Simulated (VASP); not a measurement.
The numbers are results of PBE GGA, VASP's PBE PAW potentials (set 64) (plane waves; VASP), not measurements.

VASP input:

POSCAR:
```
Al3Sc
4.10
  1.0000000000   0.0000000000   0.0000000000
  0.0000000000   1.0000000000   0.0000000000
  0.0000000000   0.0000000000   1.0000000000
Sc Al
1 3
Cartesian
  0.0000000000   0.0000000000   0.0000000000
  0.0000000000   0.5000000000   0.5000000000
  0.5000000000   0.0000000000   0.5000000000
  0.5000000000   0.5000000000   0.0000000000
```

**KPOINTS**
```
kpoints
0
Gamma
  7 7 7
0 0 0
```

INCAR:
```
LCHARG=.False.
SIGMA=0.1
LASPH=.True.
ISMEAR=1   # Methfessel-Paxton
PREC=Accurate
LREAL=.False.
ISIF=2
NBANDS=12
SYSTEM=Al3Sc
LMAXMIX=4   # l cut-off of mixed one-centre charges
ENCUT=400   # plane-wave cut-off (eV)
NELM=100   # most electronic steps
EDIFF=1E-6
ALGO=Normal
GGA=PE   # PBE
LWAVE=.False.
```

POTCAR, in this order: Sc_sv Al (PBE.64 set). Program: vasp_std.

Output of the run:

### OSZICAR
```
       N       E                     dE             d eps       ncg     rms          rms(c)
DAV:   1     0.112252822143E+03    0.11225E+03   -0.73258E+03   488   0.123E+03
DAV:   2    -0.856587941651E+01   -0.12082E+03   -0.11962E+03   496   0.413E+02
DAV:   3    -0.199820642782E+02   -0.11416E+02   -0.10747E+02   740   0.872E+01
DAV:   4    -0.203060061564E+02   -0.32394E+00   -0.29924E+00   712   0.141E+01
DAV:   5    -0.203141930901E+02   -0.81869E-02   -0.81701E-02   672   0.205E+00    0.876E+00
DAV:   6    -0.193684926445E+02    0.94570E+00   -0.51348E+00   792   0.296E+01    0.311E+00
DAV:   7    -0.193192719498E+02    0.49221E-01   -0.84302E-02   592   0.290E+00    0.178E+00
DAV:   8    -0.192962710110E+02    0.23001E-01   -0.39565E-02   696   0.195E+00    0.216E-01
DAV:   9    -0.192959681874E+02    0.30282E-03   -0.32703E-03   596   0.534E-01    0.771E-02
DAV:  10    -0.192959214753E+02    0.46712E-04   -0.23044E-04   708   0.167E-01    0.651E-02
DAV:  11    -0.192959188907E+02    0.25846E-05   -0.34046E-05   784   0.449E-02    0.272E-02
DAV:  12    -0.192959106547E+02    0.82360E-05   -0.27776E-05   704   0.611E-02    0.767E-03
DAV:  13    -0.192959109433E+02   -0.28864E-06   -0.12866E-06   436   0.160E-02
   1 F= -.19295911E+02 E0= -.19295431E+02  d E =-.143938E-02
```

File OUTCAR:
```
------------------------ aborting loop because EDIFF is reached ----------------------------------------
  FORCE on cell =-STRESS in cart. coord.  units (eV):
  Direction    XX          YY          ZZ          XY          YZ          ZX
  --------------------------------------------------------------------------------------
  Total        0.1259578      0.1259578      0.1259578      0.0000000      0.0000000      0.0000000
  in kB        2.9280873      2.9280873      2.9280873      0.0000000      0.0000000      0.0000000
  external PRESSURE =       2.9280873 kB  Pullay stress =       0.0000000 kB
  volume of cell :       68.92
      direct lattice vectors                 reciprocal lattice vectors
     4.100000000  0.000000000  0.000000000     0.243902439  0.000000000  0.000000000
     0.000000000  4.100000000  0.000000000     0.000000000  0.243902439  0.000000000
     0.000000000  0.000000000  4.100000000     0.000000000  0.000000000  0.243902439
 POSITION                                       TOTAL-FORCE (eV/Angst)
 -----------------------------------------------------------------------------------
      0.00000      0.00000      0.00000         0.000000      0.000000      0.000000
      0.00000      2.05000      2.05000         0.000000      0.000000      0.000000
      2.05000      0.00000      2.05000         0.000000      0.000000      0.000000
      2.05000      2.05000      0.00000         0.000000      0.000000      0.000000
 -----------------------------------------------------------------------------------
    total drift:                               -0.000000     -0.000000     -0.000000
  FREE ENERGIE OF THE ION-ELECTRON SYSTEM (eV)
  ---------------------------------------------------
  free  energy   TOTEN  =       -19.2959109433 eV

  energy  without entropy=      -19.2944715650  energy(sigma->0) =      -19.29543115
```
(Selected blocks of OUTCAR.)

The compound is Al3Sc in the L1_2 structure. The cell was not relaxed at this level. The run is one of a series of settings (NBANDS = 12 against the base run), some of them coarse on purpose.
